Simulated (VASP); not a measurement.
Method: MS2 meta-GGA, VASP's PBE PAW potentials (set 64) (plane waves; VASP).

The input files of a VASP run:

POSCAR:
```
FeAl
1.0
  2.9100000000   0.0000000000   0.0000000000
  0.0000000000   2.9100000000   0.0000000000
  0.0000000000   0.0000000000   2.9100000000
Al Fe
1 1
Cartesian
  1.4550000000   1.4550000000   1.4550000000
  0.0000000000   0.0000000000   0.0000000000
```

### INCAR
```
! general
SYSTEM  = FeAl
PREC    = Accurate
ENCUT   = 520   ! plane-wave cut-off (eV)
LREAL   = .FALSE.
LASPH   = .TRUE.

! electronic loop
EDIFF   = 1E-6   ! SCF stop (eV)
NELM    = 100   ! most electronic steps
ALGO    = Normal
LMAXMIX = 4   ! l cut-off of mixed one-centre charges
LMIXTAU = .TRUE.

! smearing
ISMEAR  = 1   ! Methfessel-Paxton
SIGMA   = 0.1   ! width (eV)

! functional
METAGGA = MS2

! ions
IBRION  = 2
NSW     = 60   ! most ionic steps
ISIF    = 3   ! ions, shape and volume
EDIFFG  = -0.01   ! ionic stop

! output
LWAVE   = .FALSE.
LCHARG  = .FALSE.
```

### KPOINTS
```
K-points
0
G
  11 11 11
```

POTCAR, in this order: Al Fe (PBE.64 set). Program: vasp_std.

The run wrote:

File OUTCAR:
```
 ion  position               nearest neighbor table
   1  0.500  0.500  0.500-   2 2.52   2 2.52   2 2.52   2 2.52   2 2.52   2 2.52   2 2.52   2 2.52
  LATTYP: Found a simple cubic cell.
 ALAT       =     2.9100000000
 Subroutine PRICEL returns:
 Original cell was already a primitive cell.
 Subroutine GETGRP returns: Found 48 space group operations
The static configuration has the point symmetry O_h .
The dynamic configuration has the point symmetry O_h .
 Subroutine INISYM returns: Found 48 space group operations
 Subroutine IBZKPT returns following result:
 Found     56 irreducible k-points:

 Following reciprocal coordinates:
            Coordinates               Weight
  0.000000  0.000000  0.000000      1.000000
  0.090909  0.000000  0.000000      6.000000
  0.181818  0.000000  0.000000      6.000000
  0.272727  0.000000  0.000000      6.000000
  0.363636  0.000000  0.000000      6.000000
  0.454545  0.000000  0.000000      6.000000
  0.090909  0.090909  0.000000     12.000000
  0.181818  0.090909  0.000000     24.000000
  0.272727  0.090909  0.000000     24.000000
  0.363636  0.090909  0.000000     24.000000
...
```

OSZICAR:
```
       N       E                     dE             d eps       ncg     rms          rms(c)
DAV:   1     0.221109014177E+02    0.22111E+02   -0.49956E+03  1008   0.123E+03
DAV:   2    -0.274546154880E+02   -0.49566E+02   -0.47504E+02  1017   0.186E+02
DAV:   3    -0.292023475091E+02   -0.17477E+01   -0.16823E+01  1106   0.478E+01
DAV:   4    -0.292467291302E+02   -0.44382E-01   -0.44350E-01  1314   0.685E+00
DAV:   5    -0.292477687485E+02   -0.10396E-02   -0.10396E-02  1266   0.915E-01    0.285E+01
DAV:   6    -0.343973669540E+02   -0.51496E+01   -0.26176E+02  1077   0.277E+02    0.382E+01
DAV:   7    -0.196764167526E+02    0.14721E+02   -0.88904E+01  1074   0.123E+02    0.921E+00
DAV:   8    -0.196190547489E+02    0.57362E-01   -0.11442E+00  1302   0.138E+01    0.643E+00
DAV:   9    -0.196557006933E+02   -0.36646E-01   -0.41577E-02  1484   0.300E+00    0.357E+00
DAV:  10    -0.196864961895E+02   -0.30795E-01   -0.23959E-01  1125   0.821E+00    0.100E+00
DAV:  11    -0.196976109160E+02   -0.11115E-01   -0.20286E-01  1115   0.875E+00    0.844E-01
DAV:  12    -0.196876561968E+02    0.99547E-02   -0.38386E-02  1161   0.331E+00    0.400E-01
DAV:  13    -0.196843330214E+02    0.33232E-02   -0.12225E-02  1213   0.196E+00    0.174E-01
DAV:  14    -0.196843599423E+02   -0.26921E-04   -0.40780E-04  1036   0.331E-01    0.618E-02
DAV:  15    -0.196843630545E+02   -0.31122E-05   -0.13948E-04  1086   0.230E-01    0.288E-02
DAV:  16    -0.196843834063E+02   -0.20352E-04   -0.25553E-05  1512   0.900E-02    0.173E-02
DAV:  17    -0.196843775268E+02    0.58794E-05   -0.57521E-06   993   0.414E-02    0.777E-03
DAV:  18    -0.196843754413E+02    0.20855E-05   -0.30695E-06   633   0.310E-02    0.215E-03
DAV:  19    -0.196843752347E+02    0.20662E-06   -0.41121E-07   508   0.778E-03
   1 F= -.19684375E+02 E0= -.19683940E+02  d E =-.196844E+02
       N       E                     dE             d eps       ncg     rms          rms(c)
DAV:   1    -0.224287850586E+02   -0.27444E+01   -0.44885E+01  1056   0.133E+02    0.162E+01
DAV:   2    -0.234858939395E+02   -0.10571E+01   -0.77663E+01  1136   0.151E+02    0.161E+01
DAV:   3    -0.197079916115E+02    0.37779E+01   -0.30715E+01  1107   0.857E+01    0.278E+00
DAV:   4    -0.197063429763E+02    0.16486E-02   -0.17398E-01  1045   0.421E+00    0.197E+00
DAV:   5    -0.196960749874E+02    0.10268E-01   -0.89888E-02  1245   0.523E+00    0.772E-01
DAV:   6    -0.196934793074E+02    0.25957E-02   -0.31026E-02  1081   0.335E+00    0.254E-01
DAV:   7    -0.196954769746E+02   -0.19977E-02   -0.20785E-02  1089   0.283E+00    0.376E-01
DAV:   8    -0.196933709450E+02    0.21060E-02   -0.17435E-02  1067   0.254E+00    0.806E-02
DAV:   9    -0.196932900999E+02    0.80845E-04   -0.64037E-04  1112   0.489E-01    0.697E-03
DAV:  10    -0.196932917113E+02   -0.16113E-05   -0.75438E-06  1168   0.379E-02    0.703E-03
DAV:  11    -0.196932911886E+02    0.52267E-06   -0.65331E-06   969   0.472E-02
   2 F= -.19693291E+02 E0= -.19693246E+02  d E =-.891595E-02
       N       E                     dE             d eps       ncg     rms          rms(c)
DAV:   1    -0.203653199014E+02   -0.67203E+00   -0.10457E+01  1048   0.658E+01    0.703E+00
DAV:   2    -0.207660284198E+02   -0.40071E+00   -0.21347E+01  1270   0.747E+01    0.838E+00
DAV:   3    -0.197532602765E+02    0.10128E+01   -0.61402E+00  1198   0.418E+01    0.927E-01
DAV:   4    -0.197527691518E+02    0.49112E-03   -0.34088E-02  1121   0.226E+00    0.675E-01
DAV:   5    -0.197501637771E+02    0.26054E-02   -0.19303E-02  1294   0.218E+00    0.210E-01
DAV:   6    -0.197494208371E+02    0.74294E-03   -0.93337E-03  1151   0.183E+00    0.106E-01
DAV:   7    -0.197493195154E+02    0.10132E-03   -0.33541E-03  1133   0.106E+00    0.878E-02
DAV:   8    -0.197491217816E+02    0.19773E-03   -0.76792E-04  1115   0.523E-01    0.606E-03
DAV:   9    -0.197491248411E+02   -0.30595E-05   -0.93730E-06  1243   0.477E-02    0.703E-03
DAV:  10    -0.197491246393E+02    0.20179E-06   -0.74222E-08   512   0.378E-03
   3 F= -.19749125E+02 E0= -.19748813E+02  d E =-.647494E-01
```

**OUTCAR**
```
------------------------ aborting loop because EDIFF is reached ----------------------------------------
  FORCE on cell =-STRESS in cart. coord.  units (eV):
  Direction    XX          YY          ZZ          XY          YZ          ZX
  --------------------------------------------------------------------------------------
  Total        0.0114278      0.0114278      0.0114278     -0.0000000     -0.0000000     -0.0000000
  in kB        0.7965563      0.7965563      0.7965563     -0.0000000     -0.0000000     -0.0000000
  external PRESSURE =       0.7965563 kB  Pullay stress =       0.0000000 kB
  volume of cell :       22.99
      direct lattice vectors                 reciprocal lattice vectors
     2.843271188 -0.000000000  0.000000000     0.351707570  0.000000000 -0.000000000
    -0.000000000  2.843271188 -0.000000000     0.000000000  0.351707570  0.000000000
     0.000000000 -0.000000000  2.843271188    -0.000000000  0.000000000  0.351707570
 POSITION                                       TOTAL-FORCE (eV/Angst)
 -----------------------------------------------------------------------------------
      1.42164      1.42164      1.42164        -0.000000      0.000000      0.000000
      0.00000      0.00000      0.00000         0.000000     -0.000000      0.000000
 -----------------------------------------------------------------------------------
    total drift:                               -0.000000      0.000000      0.000000
  FREE ENERGIE OF THE ION-ELECTRON SYSTEM (eV)
  ---------------------------------------------------
  free  energy   TOTEN  =       -19.7491246393 eV

  energy  without entropy=      -19.7481887353  energy(sigma->0) =      -19.74881267

 reached required accuracy - stopping structural energy minimisation
```
(Selected blocks of OUTCAR.)

### CONTCAR
```
FeAl
   1.00000000000000
     2.8432711880155792   -0.0000000000000000    0.0000000000000000
    -0.0000000000000000    2.8432711880155792   -0.0000000000000000
     0.0000000000000000   -0.0000000000000000    2.8432711880155792
  Al              Fe
     1     1
Direct
     0.5000000000000000    0.5000000000000000    0.5000000000000000
     0.0000000000000000    0.0000000000000000    0.0000000000000000
```

Energy and stress use the plane-wave basis of the starting cell.

The compound is FeAl in the CsCl type structure. This run relaxes it. Symmetry was kept, so distortions that lower it aren't found. The run is not spin-polarised, so no magnetic state was tried. The electron count is odd and the run is not spin-polarised, which forces a metal.
